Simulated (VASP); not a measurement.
# Sn3P2 (I4/mmm) in VASP: relaxation of cell and atoms with PBE

Aim: the relaxation of cell and atoms of Sn3P2 with PBE.

All numbers are computed with VASP 6.6.1; they aren't measurements. Logs are shortened: lines on timing, memory, paths and dates and some standing lists are left out, and cuts for length are marked.

**1. The structure**

The structure is tetragonal, space group I4/mmm (No. 139). The conventional cell has a = 3.647 Å, b = 3.647 Å, c = 18.531 Å, α = 90.00°, β = 90.00°, γ = 90.00°. Sn (site symmetry 4mm) has 4 P at 2.89 Å and 4 Sn at 3.10 Å as nearest neighbours. Sn (site symmetry 4/mmm) is surrounded by 2 P at 3.01 Å and 8 Sn at 3.10 Å. P (site symmetry 4mm) is surrounded by 5 Sn at 2.89 to 3.01 Å.

The cell was built by a generator and needn't be a form met in nature.

**2. Relaxation of cell and atoms, PBE**

INCAR

```
  ALGO = Fast
  EDIFF = 1E-4
  EDIFFG = -0.08
  ENCUT = 520
  GGA = PE
  IBRION = 2
  ISIF = 3
  ISMEAR = 0
  LASPH = True
  LCHARG = False
  LREAL = False
  LWAVE = False
  NELM = 60
  NSW = 24
  PREC = Normal
  SIGMA = 0.15
```

KPOINTS

```
k-points
0
Gamma
  5 5 5
```

POSCAR

```
Sn3P2
1.0
   -1.8235577600      1.8235577600      9.2656131200
    1.8235577600     -1.8235577600      9.2656131200
    1.8235577600      1.8235577600     -9.2656131200
Sn P
3 2
Direct
    0.9075946200      0.9075946200      0.0000000000
    0.0924053800      0.0924053800      0.0000000000
    0.5000000000      0.5000000000      0.0000000000
    0.3375167800      0.3375167800      0.0000000000
    0.6624832200      0.6624832200      0.0000000000
```

Potentials or basis: VASP PAW PBE potentials, release 64 (Sn_d, P).

Started as:

```console
$ cat potpaw_PBE.64/Sn_d/POTCAR potpaw_PBE.64/P/POTCAR > POTCAR
$ mpirun -np 1 vasp_std > vasp.out
```

OUTCAR:

```text
EDIFF = 1E-4
   EDIFFG = -0.08
   ENCUT = 520
   GGA = PE
   IBRION = 2
   ISIF = 3
   ISMEAR = 0
   LASPH = True
   LREAL = False
   NELM = 60
   NSW = 24
   PREC = Normal

 ion  position               nearest neighbor table
   1  0.908  0.908  0.000-   4 2.89   4 2.89   4 2.89   4 2.89   3 3.10   3 3.10   3 3.10   3 3.10
                             2 3.42
   2  0.092  0.092  0.000-   5 2.89   5 2.89   5 2.89   5 2.89   3 3.10   3 3.10   3 3.10   3 3.10
                             1 3.42
   3  0.500  0.500  0.000-   4 3.01   5 3.01   2 3.10   1 3.10   2 3.10   2 3.10   2 3.10   1 3.10
                             1 3.10   1 3.10
   4  0.338  0.338  0.000-   1 2.89   1 2.89   1 2.89   1 2.89   3 3.01
   5  0.662  0.662  0.000-   2 2.89   2 2.89   2 2.89   2 2.89   3 3.01

  LATTYP: Found a body centered tetragonal cell.
 ALAT       =     3.6471155200
 C/A-ratio  =     5.0810636895

  Lattice vectors:

 A1 = (  -1.8235577600,   1.8235577600,   9.2656131200)
 A2 = (   1.8235577600,  -1.8235577600,   9.2656131200)
 A3 = (   1.8235577600,   1.8235577600,  -9.2656131200)

Analysis of symmetry for initial positions (statically):
=====================================================================
 Subroutine PRICEL returns:
 Original cell was already a primitive cell.

 Routine SETGRP: Setting up the symmetry group for a
 body centered tetragonal supercell.

 Subroutine GETGRP returns: Found 16 space group operations
 (whereof 16 operations were pure point group operations)
 out of a pool of 16 trial point group operations.

The static configuration has the point symmetry D_4h.

Analysis of symmetry for dynamics (positions and initial velocities):
=====================================================================
 Subroutine PRICEL returns:
 Original cell was already a primitive cell.

 Routine SETGRP: Setting up the symmetry group for a
 body centered tetragonal supercell.

 Subroutine GETGRP returns: Found 16 space group operations
 (whereof 16 operations were pure point group operations)
 out of a pool of 16 trial point group operations.

The dynamic configuration has the point symmetry D_4h.

 Subroutine INISYM returns: Found 16 space group operations
 (whereof 16 operations are pure point group operations),
 and found     1 'primitive' translations

----------------------------------------------------------------------------------------

                                     Primitive cell

  volume of cell :     123.2461

  direct lattice vectors                    reciprocal lattice vectors
    -1.823557760  1.823557760  9.265613120     0.000000000  0.274189286  0.053962970
     1.823557760 -1.823557760  9.265613120     0.274189286  0.000000000  0.053962970
     1.823557760  1.823557760 -9.265613120     0.274189286  0.274189286  0.000000000

  length of vectors
     9.617812241  9.617812241  9.617812241     0.279449041  0.279449041  0.387762207

  position of ions in fractional coordinates (direct lattice)
     0.907594620  0.907594620  0.000000000
     0.092405380  0.092405380  0.000000000
     0.500000000  0.500000000  0.000000000
     0.337516780  0.337516780  0.000000000
     0.662483220  0.662483220  0.000000000

  ion indices of the primitive-cell ions
   primitive index   ion index
                 1           1
                 2           2
                 3           3
                 4           4
                 5           5

----------------------------------------------------------------------------------------

 KPOINTS: k-points

Automatic generation of k-mesh.
 Grid dimensions read from file:
 generate k-points for:    5    5    5

 Generating k-lattice:

  Cartesian coordinates                     Fractional coordinates (reciprocal lattice)
     0.000000000  0.054837857  0.010792594     0.200000000 -0.000000000  0.000000000
     0.054837857  0.000000000  0.010792594    -0.000000000  0.200000000  0.000000000
     0.054837857  0.054837857  0.000000000     0.000000000  0.000000000  0.200000000

  Length of vectors
     0.055889808  0.055889808  0.077552441

  Shift w.r.t. Gamma in fractional coordinates (k-lattice)
     0.000000000  0.000000000  0.000000000

 Subroutine IBZKPT returns following result:
 ===========================================

 Found     18 irreducible k-points:

 Following reciprocal coordinates:
            Coordinates               Weight
  0.000000  0.000000  0.000000      1.000000
  0.200000  0.000000  0.000000      8.000000
  0.400000  0.000000 -0.000000      8.000000
  0.200000  0.200000  0.000000      8.000000
  0.400000  0.200000  0.000000     16.000000
 -0.400000  0.200000  0.000000     16.000000
[... 10 lines left out ...]
 -0.400000  0.400000  0.400000      4.000000
 -0.400000 -0.400000  0.400000      2.000000
   k-points           NKPTS =     18   k-points in BZ     NKDIM =     18   number of bands    NBANDS=     31
   number of dos      NEDOS =    301   number of ions     NIONS =      5
   total plane-waves  NPLWV = 157464
   dimension x,y,z NGX =    54 NGY =   54 NGZ =   54
   dimension x,y,z NGXF=   108 NGYF=  108 NGZF=  108
   ions per type =               3   2
   NGX,Y,Z   is equivalent  to a cutoff of   9.33,  9.33,  9.33 a.u.
   NGXF,Y,Z  is equivalent  to a cutoff of  18.67, 18.67, 18.67 a.u.
 SYSTEM =  unknown system
   PREC   = normal    normal or accurate (medium, high low for compatibility)
   ISTART =      0    job   : 0-new  1-cont  2-samecut
   ICHARG =      2    charge: 1-file 2-atom 10-const
   ISPIN  =      1    spin polarized calculation?
   LNONCOLLINEAR =      F non collinear calculations
   LSORBIT =      F    spin-orbit coupling
   LASPH  =      T    aspherical Exc in radial PAW
   ENCUT  =  520.0 eV  38.22 Ry    6.18 a.u.  17.88 17.88 17.88*2*pi/ulx,y,z
   NELM   =     60;   NELMIN=  2; NELMDL= -5     # of ELM steps
   EDIFF  = 0.1E-03   stopping-criterion for ELM
   LREAL  =      F    real-space projection
   EDIFFG = -.8E-01   stopping-criterion for IOM
   NSW    =     24    number of steps for IOM
   IBRION =      2    ionic relax: 0-MD 1-quasi-New 2-CG
   NFREE  =      1    steps in history (QN), initial steepest desc. (CG)
   ISIF   =      3    stress and relaxation
   ISYM   =      2    0-nonsym 1-usesym 2-fastsym
   POTIM  = 0.5000    time-step for ionic-motion
   TEBEG  =    0.0;   TEEND  =   0.0 temperature during run
   PSTRESS=    0.0 pullay stress
   NELECT =      52.0000    total number of electrons
   NUPDOWN=      -1.0000    fix difference up-down
   EMIN   =  10.00;   EMAX   =-10.00  energy-range for DOS
   EFERMI =   0.00;   METHOD = LEGACY
   ISMEAR =     0;   SIGMA  =   0.15  broadening in eV -4-tet -1-fermi 0-gaus
   EFERMI_NEDOS =   21; number of points for ismear=-14 and -15
   IALGO  =     68    algorithm
   IMIX   =      4    mixing-type and parameters
     AMIX     =   0.40;   BMIX     =  1.00
     AMIX_MAG =   1.60;   BMIX_MAG =  1.00
  volume/ion in A,a.u.               =      24.65       166.34
  Fermi-wavevector in a.u.,A,eV,Ry     =   1.227868  2.320333 20.512944  1.507659
  Thomas-Fermi vector in A             =   2.362815
   LORBIT       =      0    0 simple, 1 ext, 2 COOP (PROOUT), +10 PAW based schemes
   GGA     = PE    functional components
   LHFCALC =     F    Hartree Fock is set to
   AEXX    =    0.0000 exact exchange contribution
   IVDW    =     0    specifies the selected vdW correction
   LEPSILON=     F    determine dielectric tensor
   LRPA    =     F    only Hartree local field effects (RPA)
 conjugate gradient relaxation of ions
 non-spin polarized calculation
 RMM-DIIS sequential band-by-band and
 Gauss-broadening in eV      SIGMA  =   0.15
  energy-cutoff  :      520.00
  volume of cell :      123.25
 maximum number of plane-waves:      3351
   NGX = 35   NGY = 35   NGZ = 35

--------------------------------------- Ionic step        1  -------------------------------------------

 number of electron      51.9999948 magnetization

 Free energy of the ion-electron system (eV)
  ---------------------------------------------------
  ext. energy  EPLUGINS =         0.00000000
  ---------------------------------------------------
  free energy    TOTEN  =       -19.73979770 eV

  energy without entropy =      -19.70856563  energy(sigma->0) =      -19.72418167

------------------------ aborting loop because EDIFF is reached ----------------------------------------

  FORCE on cell =-STRESS in cart. coord.  units (eV):
  Direction    XX          YY          ZZ          XY          YZ          ZX
  --------------------------------------------------------------------------------------
  -------------------------------------------------------------------------------------
  Total        2.8613547      2.8613547      3.7887775      0.0000000      0.0000000      0.0000000
  in kB       37.1970997     37.1970997     49.2534299      0.0000000      0.0000000      0.0000000
  external PRESSURE =      41.2158765 kB  Pullay stress =       0.0000000 kB
[... 98 lines left out ...]
  FREE ENERGIE OF THE ION-ELECTRON SYSTEM (eV)
  ---------------------------------------------------
  free  energy   TOTEN  =       -20.2616093709 eV

  energy  without entropy=      -20.2323558105  energy(sigma->0) =      -20.24698259

[... ionic steps 4 to 7 ...]

--------------------------------------- Ionic step        8  -------------------------------------------

 number of electron      51.9999968 magnetization

------------------------ aborting loop because EDIFF is reached ----------------------------------------
[... 73 lines left out ...]
--------------------------------------- Ionic step       10  -------------------------------------------

 number of electron      51.9999997 magnetization

 Free energy of the ion-electron system (eV)
  ---------------------------------------------------
  ext. energy  EPLUGINS =         0.00000000
  ---------------------------------------------------
  free energy    TOTEN  =       -20.75601886 eV

  energy without entropy =      -20.70031289  energy(sigma->0) =      -20.72816588

 E-fermi :   5.5545     XC(G=0):  -9.4179

 val. band max:        5.5324876451   @ k =  -0.2000   0.2000   0.2000
 cond. band min:       5.5659963993   @ k =  -0.2000   0.2000   0.2000
 fundamental gap:      0.0335087542
 Fermi energy:         5.5544979476

 k-point     1 :       0.0000    0.0000    0.0000
  band No.  band energies     occupation
      1     -15.7058      2.00000
      2     -15.6902      2.00000
      3     -15.6825      2.00000
      4     -15.6825      2.00000
      5     -15.6603      2.00000
      6     -15.6350      2.00000
[... 614 lines left out ...]
 VOLUME and BASIS-vectors are now :
 -----------------------------------------------------------------------------
  energy-cutoff  :      520.00
  volume of cell :      136.15
      direct lattice vectors                 reciprocal lattice vectors
    -1.844890942  1.844890942 10.000635329     0.000000000  0.271018730  0.049996824
     1.844890942 -1.844890942 10.000635329     0.271018730  0.000000000  0.049996824
     1.844890942  1.844890942-10.000635329     0.271018730  0.271018730  0.000000000

 POSITION                                       TOTAL-FORCE (eV/Angst)
 -----------------------------------------------------------------------------------
      0.00000      0.00000     17.74971        -0.000000     -0.000000     -0.079790
      0.00000      0.00000      2.25156         0.000000      0.000000      0.079790
      1.84489      1.84489      0.00000        -0.000000     -0.000000     -0.000000
      0.00000      0.00000      6.87719         0.000000      0.000000     -0.053131
      0.00000      0.00000     13.12408         0.000000      0.000000      0.053131
 -----------------------------------------------------------------------------------
    total drift:                                0.000000      0.000000     -0.000000

  FREE ENERGIE OF THE ION-ELECTRON SYSTEM (eV)
  ---------------------------------------------------
  free  energy   TOTEN  =       -20.7560188637 eV

  energy  without entropy=      -20.7003128899  energy(sigma->0) =      -20.72816588

 reached required accuracy - stopping structural energy minimisation
```

Run time: 12 min. Hardware: 1 thread of Intel Xeon Platinum 8488C (Sapphire Rapids), shared host; peak memory 0.44 GiB.

What came out:

| Quantity | Value |
| --- | --- |
| Free energy | -20.7560 eV |
| Relaxed volume | 27.23 Å³/atom |
| Relaxed cell | a = 10.335 Å, b = 10.335 Å, c = 10.335 Å, α = 159.43°, β = 159.43°, γ = 29.24° |
| Space group after relaxing (to 0.05 Å) | I4/mmm (No. 139) |
| Energy gained by relaxing | 203.2 meV/atom |
| Ionic steps | 10 |
| Pressure after relaxing | -0.1 GPa |
| Largest force after relaxing | 0.080 eV/Å |
| Band gap on the k mesh | none (metal or under the smearing width) |

Forces on the atoms (eV/Å):
```
Sn   0.000  0.000 -0.080
Sn   0.000  0.000  0.080
Sn   0.000  0.000  0.000
P    0.000  0.000 -0.053
P    0.000  0.000  0.053
```

The path:
```tsv
step	energy change (eV)	largest force (eV/Å)	pressure (GPa)	volume (Å³)
1	0.0000	2.0362	4.12	123.25
2	-0.4558	1.4301	-1.36	134.90
3	-0.5218	1.1527	-3.00	140.93
4	-0.8951	0.6019	-1.07	136.94
5	-0.9913	0.2652	0.36	134.63
6	-1.0015	0.1149	0.86	133.74
7	-1.0009	0.2452	0.42	133.88
8	-1.0135	0.1041	-0.09	135.46
9	-1.0145	0.1048	0.04	135.69
10	-1.0162	0.0798	-0.10	136.15
```

Final structure:
```
Sn P
1.0
    -1.84489    1.84489   10.00064
     1.84489   -1.84489   10.00064
     1.84489    1.84489  -10.00064
Sn P
3 2
Direct
  0.88743 0.88743 0.00000
  0.11257 0.11257 0.00000
  0.50000 0.50000 0.00000
  0.34384 0.34384 0.00000
  0.65616 0.65616 0.00000
```

Levels at points of the mesh, in eV from the Fermi level:
```csv
k point,band 22,band 23,band 24,band 25,band 26,band 27,band 28,band 29
"(0.00, 0.00, 0.00)",-1.47,-1.39,-1.39,-0.95,-0.89,1.59,2.91,2.91
```

Caveat: the k mesh is coarse (spacing up to 0.49 Å⁻¹), so the values aren't converged; the relaxation stopped at a loose force limit of 0.08 eV/Å, so its end isn't a converged minimum.
